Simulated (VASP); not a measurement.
VASP input:

KPOINTS:
```
Automatic mesh
0
Gamma
14 14 14
0 0 0
```

POSCAR:
```
Al
1
    0.0000000000     2.0250000000     2.0250000000
    2.0250000000     0.0000000000     2.0250000000
    2.0250000000     2.0250000000     0.0000000000
Al
1
Direct
  0.0000000000   0.0000000000   0.0000000000
```

INCAR:
```
EDIFF  =  1E-6   # SCF stop (eV)
EDIFFG  =  -0.01   # ionic stop
LASPH  =  .TRUE.   # aspherical one-centre terms
ALGO  =  Normal
NSW  =  60
PREC  =  Accurate
GGA  =  PE   # PBE
NELM  =  100
LCHARG  =  .FALSE.
SIGMA  =  0.1   # width (eV)
ISIF  =  3
ISMEAR  =  1   # Methfessel-Paxton
IVDW  =  12   # D3, Becke-Johnson
IBRION  =  2   # conjugate gradients
SYSTEM  =  Al
LWAVE  =  .FALSE.
ENCUT  =  520   # plane-wave cut-off (eV)
LREAL  =  .FALSE.   # projection in real space or not
```

POTCAR, in this order: Al (PBE.64 set). Program: vasp_std.

### Question
Translate this PBE-D3(BJ) calculation to Ansatz.

### Answer
One equivalent input (not run):
Ansatz 0.2 input:
```yaml
crystal:
  lattice:
    - [0.0000000, 2.0250000, 2.0250000]
    - [2.0250000, 0.0000000, 2.0250000]
    - [2.0250000, 2.0250000, 0.0000000]
  atoms:
    - { symbol: Al, position: [0.0000000, 0.0000000, 0.0000000] }
kpoints:
  mp_grid: { grid: [14, 14, 14] }
hamiltonian:
  xc: pbe
  dispersion: d3bj
  pseudopotentials: { kind: paw }
scf:
  occupations: { method: methfessel_paxton, width: 0.1 }
  max_iter: 100
relax:
  max_steps: 60
  f_tol: 0.01
  cell: {}
output: { forces: true, stress: true, eigenvalues: true }
```
The two are equivalent in intent, not identical: each code has its own PAW files, so the cut-off isn't converted (ENCUT is set for VASP's; basis.ecutwfc is left out, and Ansatz then takes the one that its files recommend); Ansatz stops its SCF on the density residual and VASP on the energy change (EDIFF).

The compound is Al in the fcc structure. This run relaxes it. Symmetry was kept, so distortions that lower it aren't found.
